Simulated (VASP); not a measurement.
ZnCd3Se3S:

```
Zn Cd Se S
1.0
     5.94699    0.00000    0.00000
    -2.97350    5.15025    0.00000
     0.00000    0.00000    7.65398
Zn Cd Se S
1 3 3 1
Direct
  0.66667 0.33333 0.00000
  0.33333 0.66667 0.77499
  0.33333 0.66667 0.22501
  0.33333 0.66667 0.50000
  0.87433 0.12567 0.00000
  0.87433 0.74866 0.00000
  0.25134 0.12567 0.00000
  0.00000 0.00000 0.50000
```

The cell was built by a generator and needn't be a form met in nature.

- Program: VASP 6.6.1
- Task: relaxation of cell and atoms
- Functional: PBE
- Potentials or basis: VASP PAW PBE potentials, release 64 (Zn, Cd, Se, S)
- Cutoff: 520 eV
- k mesh: 3 × 3 × 2
- Occupations: gaussian, width 0.15 eV
- Spin: no spin polarisation

At the start: pressure 21.8 GPa; volume 29.30 Å³/atom.

Question: How do energy, volume and symmetry change on relaxing?

Answer: Over 17 steps the energy falls by 915.5 meV/atom and the volume is 39.54 Å³/atom (+34.9 %); space group P-6m2 (No. 187, to 0.05 Å).

Step by step:
```
step  energy change (eV)  largest force (eV/Å)  pressure (GPa)  volume (Å³)
   1              0.0000               11.7005           21.80       234.43
   2             70.0528                1.4513           -0.87       395.14
   3             -6.1693                1.5596           -0.33       382.08
   4             -6.3891                1.6958           -0.77       375.21
   5             -6.8552                0.7952            2.69       299.67
   6             -6.8980                1.3862            0.79       328.23
   7             -6.9360                1.2333            1.19       318.64
   8             -6.9383                1.1482            1.62       313.93
   9             -6.9388                1.1815            1.44       315.78
  10             -7.2283                0.0731           -0.37       333.61
  11             -7.2296                0.1385           -0.59       335.35
  12             -7.2768                0.1244           -0.45       329.89
  13             -7.3041                0.3647            0.17       314.99
  14             -7.3145                0.2622           -0.12       320.74
  15             -7.3148                0.2783           -0.10       319.65
  16             -7.3226                0.1427            0.04       317.54
  17             -7.3237                0.0589            0.25       316.34
```

Final structure:
```
Zn Cd Se S
1.0
     6.63061    0.00000    0.00000
    -3.31531    5.74228    0.00000
     0.00000    0.00000    8.30837
Zn Cd Se S
1 3 3 1
Direct
  0.66667 0.33333 0.00000
  0.33333 0.66667 0.82877
  0.33333 0.66667 0.17123
  0.33333 0.66667 0.50000
  0.86648 0.13352 0.00000
  0.86648 0.73297 0.00000
  0.26703 0.13352 0.00000
  0.00000 0.00000 0.50000
```

Caveat: the k mesh is coarse (spacing up to 0.41 Å⁻¹), so the values aren't converged; the volume moved by over 15 % at a fixed basis, so the end points are rough.
